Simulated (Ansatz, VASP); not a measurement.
# ZrCu in two plane-wave programs, part 2 of 3

Aim: how closely do two programs agree when they are given the same cell, functional and k mesh? Of the first pair: The structure shown is frame 165 of Ansatz's trajectory.

VASP 6.6.1 and Ansatz 0.2.0.

So far: The starting structure; Ansatz: dynamics, PBE.

## (3) VASP: single point, PBE, pair 1

Level of this step: PBE; plane waves and PAW (Cu, Zr_sv) (VASP).

The same cell, functional, mesh and smearing now go to VASP, with its own data sets.

Lines of VASP's logs that name or quote its potential files are left out, and so is its time.

The input, INCAR:

```
SYSTEM = ZrCu
PREC = Accurate
ENCUT = 520
EDIFF = 1E-06
NELM = 120
ISMEAR = -1
SIGMA = 0.1
LREAL = .FALSE.
ALGO = Normal
GGA = PE
NBANDS = 200
LASPH = .TRUE.
LORBIT = 11
LWAVE = .FALSE.
LCHARG = .FALSE.
ISIF = 2
GGA_COMPAT = .FALSE.
```

The input, POSCAR:

```
ZrCu
1.0
    8.1202287691      0.0000000000      0.0000000000
    0.0000000000      8.1202287691      0.0000000000
    0.0000000000      0.0000000000      8.1202287691
Cu Zr
15 15
Direct
    0.0067923248      0.4107089954      0.8521735282
    0.2321072538      0.5561903646      0.2874478129
    0.0201043881      0.1317464114      0.8597335369
    0.6389263342      0.8864321689      0.5007092923
    0.4512021895      0.0536868164      0.0238902421
    0.4688654850      0.6706655877      0.4964626139
    0.2660567900      0.2894643817      0.7720512781
    0.9372844024      0.0346510226      0.5472262083
    0.9731786166      0.1213538470      0.2479688759
    0.7612162386      0.2533316559      0.1030324420
    0.4635998698      0.4007544729      0.5987119499
    0.0919390354      0.8765479646      0.0502709028
    0.5564706523      0.7988369767      0.2461074751
    0.7012158354      0.5449932663      0.5896275999
    0.2131981806      0.2395372169      0.4603035341
    0.7730619640      0.9318167277      0.0459803548
    0.1745296888      0.5826787809      0.5686925986
    0.2464387466      0.8856782493      0.2952123725
    0.9252990542      0.7730453388      0.7420922700
    0.5770444569      0.3845501265      0.9183120589
    0.5519302630      0.4708404293      0.2600643479
    0.2247615248      0.2701276112      0.1296294760
    0.6749195319      0.1217231716      0.7418196176
    0.5692961530      0.1115620047      0.3334573541
    0.5482807353      0.7405956373      0.8528730159
    0.8985881072      0.3300021559      0.4627485391
    0.9140557749      0.5844827941      0.1182311518
    0.2771836932      0.9555815754      0.7053185523
    0.2789558108      0.6372357414      0.9570519773
    0.8924475167      0.7645445931      0.3682422115
```

The input, KPOINTS:

```
Automatic mesh
0
Gamma
1 1 1
0 0 0
```

Potentials, in the order of the species: Cu and Zr_sv (PBE family, release 64).

Command:

```sh
mpirun -np 4 vasp_gam
```

Numbers of over 12 decimals in the logs are rounded to 6 here.

Log:

```text
[banner, memory and clock lines left out]
running    4 mpi-ranks, on    1 nodes
 distrk:  each k-point on    4 cores,    1 groups
 distr:  one band on    1 cores,    4 groups

 POSCAR found type information on POSCAR CuZr
 POSCAR found :  2 types and      30 ions
|                                                                             |
|               ----> ADVICE to this user running VASP <----                  |
|                                                                             |
|     You have a (more or less) 'large supercell' and for larger cells it     |
|     might be more efficient to use real-space projection operators.         |
|     Therefore, try LREAL= Auto in the INCAR file.                           |
|     Mind: For very accurate calculation, you might also keep the            |
|     reciprocal projection scheme (i.e. LREAL=.FALSE.).                      |
|                                                                             |

 LDA part: xc-table for (Slater+PW92), standard interpolation
 POSCAR, INCAR and KPOINTS ok, starting setup
 FFT: planning ... GRIDC
 FFT: planning ... GRID_SOFT
 FFT: planning ... GRID
 WAVECAR not read
 entering main loop
       N       E                     dE             d eps       ncg     rms          rms(c)
DAV:   1     0.707922923284E+04    0.70792E+04   -0.15918E+05   400   0.265E+03
DAV:   2     0.161486963445E+04   -0.54644E+04   -0.52753E+04   448   0.803E+02
DAV:   3     0.968364664525E+02   -0.15180E+04   -0.14639E+04   416   0.383E+02
DAV:   4    -0.149512513515E+03   -0.24635E+03   -0.22450E+03   632   0.155E+02
DAV:   5    -0.201219874128E+03   -0.51707E+02   -0.49624E+02   760   0.660E+01    0.695E+01
DAV:   6    -0.230299615115E+03   -0.29080E+02   -0.77353E+02   576   0.256E+02    0.418E+01
DAV:   7    -0.178421325922E+03    0.51878E+02   -0.26843E+02   592   0.898E+01    0.182E+01
DAV:   8    -0.178257371959E+03    0.16395E+00   -0.63260E+01   632   0.492E+01    0.132E+01
DAV:   9    -0.180558793425E+03   -0.23014E+01   -0.25615E+01   680   0.444E+01    0.154E+01
DAV:  10    -0.178182120726E+03    0.23767E+01   -0.12869E+01   672   0.388E+01    0.625E+00
DAV:  11    -0.178313248578E+03   -0.13113E+00   -0.57630E+00   624   0.189E+01    0.449E+00
DAV:  12    -0.178452119565E+03   -0.13887E+00   -0.14802E+00   664   0.105E+01    0.386E+00
DAV:  13    -0.178194491841E+03    0.25763E+00   -0.98625E-01   648   0.105E+01    0.161E+00
DAV:  14    -0.178196096523E+03   -0.16047E-02   -0.30968E-01   648   0.424E+00    0.585E-01
DAV:  15    -0.178196948710E+03   -0.85219E-03   -0.53921E-02   680   0.208E+00    0.312E-01
DAV:  16    -0.178196732387E+03    0.21632E-03   -0.10689E-02   576   0.103E+00    0.175E-01
DAV:  17    -0.178196665784E+03    0.66603E-04   -0.39910E-03   664   0.678E-01    0.756E-02
DAV:  18    -0.178196792240E+03   -0.12646E-03   -0.16584E-03   640   0.396E-01    0.598E-02
DAV:  19    -0.178196806634E+03   -0.14394E-04   -0.58042E-04   528   0.238E-01    0.376E-02
DAV:  20    -0.178196809620E+03   -0.29861E-05   -0.14889E-04   592   0.116E-01    0.273E-02
DAV:  21    -0.178196804040E+03    0.55802E-05   -0.58173E-05   624   0.932E-02    0.114E-02
DAV:  22    -0.178196803257E+03    0.78272E-06   -0.24872E-05   576   0.511E-02    0.683E-03
DAV:  23    -0.178196801737E+03    0.15206E-05   -0.70892E-06   400   0.294E-02    0.379E-03
DAV:  24    -0.178196801978E+03   -0.24107E-06   -0.19105E-06   272   0.155E-02
   1 F= -.17819680E+03 E0= -.17770936E+03  d E =-.974891E+00
```

OUTCAR, selected parts (step 3):

```text
ion  position               nearest neighbor table
   1  0.007  0.411  0.852-   3 2.27   7 2.41  27 2.69  29 3.00  17 3.02  22 3.08  19 3.15
   2  0.232  0.556  0.287-  17 2.34  22 2.65  18 2.68  21 2.70   6 2.73  29 2.79  27 2.93  30 3.30

  LATTYP: Found a simple cubic cell.
 ALAT       =     8.1202287691

 Subroutine GETGRP returns: Found  1 space group operations
 (whereof  1 operations were pure point group operations)

The static configuration has the point symmetry C_1 .

 Found      1 irreducible k-points:

   k-points           NKPTS =      1   k-points in BZ     NKDIM =      1   number of bands    NBANDS=    200

   dimension x,y,z NGX =    60 NGY =   60 NGZ =   60
   dimension x,y,z NGXF=   120 NGYF=  120 NGZF=  120

   ENCUT  =  520.0 eV  38.22 Ry    6.18 a.u.  15.10 15.10 15.10*2*pi/ulx,y,z

   NELECT =     345.0000    total number of electrons

 k-points in reciprocal lattice and weights: Automatic mesh
   0.00000000  0.00000000  0.00000000       1.000

 average (electrostatic) potential at core
       1 -63.0844       2 -63.7689       3 -63.2322       4 -63.9362       5 -63.2361
       6 -63.5817       7 -63.0814       8 -63.7573       9 -63.7038      10 -63.6366
      11 -63.2131      12 -63.8238      13 -63.7624      14 -63.3456      15 -63.1515
      16 -75.0474      17 -75.4096      18 -75.5730      19 -75.3863      20 -75.1643
      21 -75.4136      22 -75.7774      23 -75.6392      24 -75.5753      25 -75.0596
      26 -75.7816      27 -75.2842      28 -75.8762      29 -75.1401      30 -75.1205

 E-fermi :   8.2145

 k-point     1 :       0.0000    0.0000    0.0000
  band No.  band energies     occupation
    ...
    171       8.0908      1.55016
    172       8.1756      1.19236
    173       8.2054      1.04556
    174       8.2999      0.59728
    175       8.3186      0.52218
    176       8.3951      0.28244
    177       8.4619      0.15540
    178       8.5667      0.05742
    179       8.6792      0.01901
    180       8.7056      0.01463
    ...

  Total       12.4246730     21.8372526     13.2951952     -4.4057357      5.1816147     -2.8219680
  in kB       37.1784052     65.3437095     39.7832727    -13.1833030     15.5049692     -8.4441877
  external PRESSURE =      47.4351291 kB  Pullay stress =       0.0000000 kB

  energy-cutoff  :      520.00
  volume of cell :      535.43
      direct lattice vectors                 reciprocal lattice vectors
     8.120228769  0.000000000  0.000000000     0.123149240  0.000000000  0.000000000
     0.000000000  8.120228769  0.000000000     0.000000000  0.123149240  0.000000000
     0.000000000  0.000000000  8.120228769     0.000000000  0.000000000  0.123149240

 POSITION                                       TOTAL-FORCE (eV/Angst)
 -----------------------------------------------------------------------------------
      0.05516      3.33505      6.91984        -0.670008      1.273051     -0.513100
      1.88476      4.51639      2.33414        -0.272644     -0.316055     -1.375406
      0.16325      1.06981      6.98123        -0.681135     -1.277626      0.091903
      5.18823      7.19803      4.06587         0.590128     -0.374503      3.020416
      3.66386      0.43595      0.19399        -0.247215     -0.717268     -0.626029
      3.80730      5.44596      4.03139        -1.702001      0.904064      0.401504
      2.16044      2.35052      6.26923         0.483979     -0.051322      0.704000
      7.61096      0.28137      4.44360         0.698270     -0.273797      0.185402
      7.90243      0.98542      2.01356         0.442024     -1.506356      0.061062
      6.18125      2.05711      0.83665         1.498033      0.191584      0.378660
      3.76454      3.25422      4.86168        -0.349568     -1.476063     -0.454229
      0.74657      7.11777      0.40821        -0.949293      1.239284     -1.815438
      4.51867      6.48674      1.99845        -0.152800     -0.545859     -2.434141
      5.69403      4.42547      4.78791         1.792579      0.490403      0.695755
      1.73122      1.94510      3.73777         0.467197     -0.399711     -0.057418
      6.27744      7.56656      0.37337         0.349771      0.035638      0.421612
      1.41722      4.73148      4.61791        -0.823495      0.004724      2.757756
      2.00114      7.19191      2.39719         1.146348      1.176558      2.010003
      7.51364      6.27730      6.02596        -0.859018     -0.763945      0.799730
      4.68573      3.12264      7.45690        -0.987694      0.476539     -1.019895
      4.48180      3.82333      2.11178         0.357716      0.450105     -0.142939
      1.82511      2.19350      1.05262        -0.537012     -0.197728     -1.162028
      5.48050      0.98842      6.02375        -0.006941     -0.423684     -0.382782
      4.62281      0.90591      2.70775        -0.563711      2.514728      0.305785
      4.45217      6.01381      6.92552         1.457807      1.068214     -0.644242
      7.29674      2.67969      3.75762        -0.765577      1.828310     -0.153331
      7.42234      4.74613      0.96006         0.317812     -1.559919     -0.987690
      2.25079      7.75954      5.72735        -0.037211      0.131413     -0.009068
      2.26519      5.17450      7.77148        -0.328091     -1.665041     -0.307982
      7.24688      6.20828      2.99021         0.331749     -0.235735      0.252130
 -----------------------------------------------------------------------------------
    total drift:                               -0.002280      0.001074     -0.001554

  FREE ENERGIE OF THE ION-ELECTRON SYSTEM (eV)
  ---------------------------------------------------
  free  energy   TOTEN  =      -178.1968019777 eV

  energy  without entropy=     -177.2219109777  energy(sigma->0) =     -177.70935648

 total charge
# of ion       s       p       d       tot
------------------------------------------
    1        0.487   0.336   9.122   9.945
    2        0.588   0.433   9.107  10.128
    3        0.496   0.342   9.120   9.958
    4        0.575   0.464   9.140  10.179
    5        0.498   0.345   9.104   9.948
    6        0.569   0.474   9.149  10.191
    7        0.506   0.378   9.127  10.011
    8        0.548   0.380   9.112  10.040
    9        0.555   0.412   9.113  10.079
   10        0.560   0.461   9.092  10.114
   11        0.512   0.407   9.141  10.059
   12        0.575   0.422   9.108  10.104
   13        0.562   0.453   9.114  10.129
   14        0.530   0.386   9.135  10.051
   15        0.497   0.339   9.105   9.941
   16        2.233   5.968   1.767   9.968
   17        2.245   5.975   1.656   9.876
   18        2.214   5.966   1.650   9.831
   19        2.221   5.969   1.596   9.786
   20        2.240   5.951   1.796   9.987
   21        2.220   5.977   1.628   9.825
   22        2.214   5.979   1.515   9.708
   23        2.204   5.961   1.623   9.788
   24        2.222   5.978   1.631   9.831
   25        2.224   5.940   1.836   9.999
   26        2.224   5.977   1.556   9.758
   27        2.207   5.947   1.734   9.888
   28        2.193   5.956   1.506   9.655
   29        2.207   5.958   1.753   9.917
   30        2.223   5.960   1.825  10.008
--------------------------------------------------
tot         41.348  95.494 161.860 298.702
```

This run has no spin polarisation. Its electron count is odd, so without a moment it is a metal by construction.

## (4) Differences

Known differences besides the potentials themselves: the data sets hold 465 valence electrons in Ansatz (on its PAW soft_1 files) and 345 in VASP; the cutoff is 320 eV in Ansatz and 520 eV in VASP; Ansatz's log warns that its cutoff lies below the recommended one. Total energies have different zeros and are not compared.

Forces on 9 of the 30 atoms, those with the largest forces and the largest differences (eV/Å; atoms numbered as in POSCAR):

```
atom          Ansatz x, y, z            VASP x, y, z
 Cu4    0.583, -0.362, 3.004    0.590, -0.375, 3.020
Cu12   -0.934, 1.246, -1.794   -0.949, 1.239, -1.815
Cu13  -0.149, -0.537, -2.439  -0.153, -0.546, -2.434
Zr17   -0.813, -0.010, 2.734    -0.823, 0.005, 2.758
Zr18     1.133, 1.173, 1.987     1.146, 1.177, 2.010
Zr24    -0.553, 2.485, 0.320    -0.564, 2.515, 0.306
Zr25    1.427, 1.054, -0.626    1.458, 1.068, -0.644
Zr26   -0.758, 1.818, -0.152   -0.766, 1.828, -0.153
Zr30    0.319, -0.246, 0.222    0.332, -0.236, 0.252
```

The forces differ by 12 meV/Å r.m.s., which is 1.2 % of the r.m.s. force of 0.994 eV/Å (both taken over all components).

## (5) Ansatz: dynamics, PBE

One frame of this run of dynamics is then solved in both programs, so the motion causes no difference.

The structure compared here is frame 330 of Ansatz's trajectory.

The input, input.yaml:

```yaml
crystal:
  lattice:
    - [8.1202287691, 0.0, 0.0]
    - [0.0, 8.1202287691, 0.0]
    - [0.0, 0.0, 8.1202287691]
  atoms:
    - { symbol: Cu, position: [0.86858661, 0.37415239, 0.82746905] }
    - { symbol: Cu, position: [0.17251608, 0.53745272, 0.31542387] }
    - { symbol: Cu, position: [0.97656645, 0.11123529, 0.93108633] }
    - { symbol: Cu, position: [0.51187043, 0.79045864, 0.52348821] }
    - { symbol: Cu, position: [0.43397078, 1.00638113, 1.03549447] }
    - { symbol: Cu, position: [0.38069137, 0.54855745, 0.64887963] }
    - { symbol: Cu, position: [0.19445302, 0.30626452, 0.81405908] }
    - { symbol: Cu, position: [-0.0199051, 1.03583239, 0.59430986] }
    - { symbol: Cu, position: [0.96542699, 0.07250609, 0.27749698] }
    - { symbol: Cu, position: [0.75726007, 0.24532191, 0.12653412] }
    - { symbol: Cu, position: [0.44419204, 0.25886672, 0.62650365] }
    - { symbol: Cu, position: [0.10138914, 0.87740213, 1.06901582] }
    - { symbol: Cu, position: [0.47764085, 0.75169138, 0.1993631] }
    - { symbol: Cu, position: [0.69139801, 0.53256357, 0.63050268] }
    - { symbol: Cu, position: [0.18648182, 0.24282136, 0.4812426] }
    - { symbol: Zr, position: [0.75991369, 0.88971841, 0.10921527] }
    - { symbol: Zr, position: [0.07823647, 0.54883799, 0.61955176] }
    - { symbol: Zr, position: [0.22292204, 0.87975095, 0.37905114] }
    - { symbol: Zr, position: [0.90250487, 0.76779031, 0.80063422] }
    - { symbol: Zr, position: [0.51991171, 0.36282697, 0.94771603] }
    - { symbol: Zr, position: [0.51054571, 0.46934774, 0.33134313] }
    - { symbol: Zr, position: [0.22663955, 0.23004278, 0.15452065] }
    - { symbol: Zr, position: [0.68038194, 0.07439002, 0.7602122] }
    - { symbol: Zr, position: [0.53739853, 0.08767364, 0.36052174] }
    - { symbol: Zr, position: [0.55097192, 0.73927338, 0.84268586] }
    - { symbol: Zr, position: [0.84227541, 0.30888428, 0.4594208] }
    - { symbol: Zr, position: [0.90831567, 0.53510882, 0.12503773] }
    - { symbol: Zr, position: [0.26176024, 0.95708634, 0.75359724] }
    - { symbol: Zr, position: [0.26139448, 0.60544378, 0.98842486] }
    - { symbol: Zr, position: [0.8363869, 0.76180366, 0.42844249] }
kpoints:
  mp_grid: { grid: [1, 1, 1] }
scf:
  occupations: { method: fermi_dirac, width: 0.1 }
  n_extra_bands: 21
hamiltonian:
  xc: pbe
  pseudopotentials: { kind: paw, azcp: { folder: soft_1 } }
output:
  forces: true
basis:
  ecutwfc: 320
md:
  timestep: 2.5
  n_steps: 495
  ensemble: nvt_langevin
  temperature: 2200
  seed: 0
```

Command:

```sh
ansatz run input.yaml --threads 8 --pin off --max-ram 23552MiB --backend cpu --events-out ev --progress --plain --runs-dir out
```

Log:

```text
[...]
Crystal: 30 atoms, lattice volume = 535.433 Å³
Basis set: ecut = 320 eV, 6979 PW (Γ), exchange–correlation on 96×96×96 points (8 copies of the dense FFT grid, shifted against one another)
Bands: 254, of which v1, the nominal top of the filled ones, is band 233 counted from 1 (232 counted from 0)
Symmetry: 1 space group operations
k-points: 1
[...]
SCF iter   1: F=—  HF=-162395.588759 eV  |F-HF|=—  |Δ(HF+E_count)|=         —  Δρ=1.07e0  dr2=7.09e3  ethr=3.10e-3  ⟨swp⟩=5.0  Hψ=828  notcnv=0
[...]
SCF 64 converged in 8 iterations: F = -162129.324656 eV  dr2 = 2.07e-8
md step    63: t =   157.50 fs  T =  1369.6 K  F+E_penalty+E_count = -162129.32465597 eV  E_kin = 5.310937 eV  (8 SCF iters)
[...]
md step    64: t =   160.00 fs  T =  1535.7 K  F+E_penalty+E_count = -162129.39346335 eV  E_kin = 5.955268 eV  (8 SCF iters)
[...]
md step    67: t =   167.50 fs  T =  1592.3 K  F+E_penalty+E_count = -162129.68814465 eV  E_kin = 6.174507 eV  (8 SCF iters)
[...]
md step    68: t =   170.00 fs  T =  1587.1 K  F+E_penalty+E_count = -162129.76638489 eV  E_kin = 6.154358 eV  (8 SCF iters)
[...]
```

(Part 2 of 3 ends here.)

[Lines on the potential files, build, host, timing and source positions are cut from VASP's logs without a mark.]

[Logs are printed without paths, hosts, clocks, repeated set-up lines and the standing remarks that a program may print on its own settings, such as how far it seeks lower states.]

[Hosts, paths, dates, database ids (printed as entryN), source tags and the programs' standing remarks are cut or masked in the printed files.]
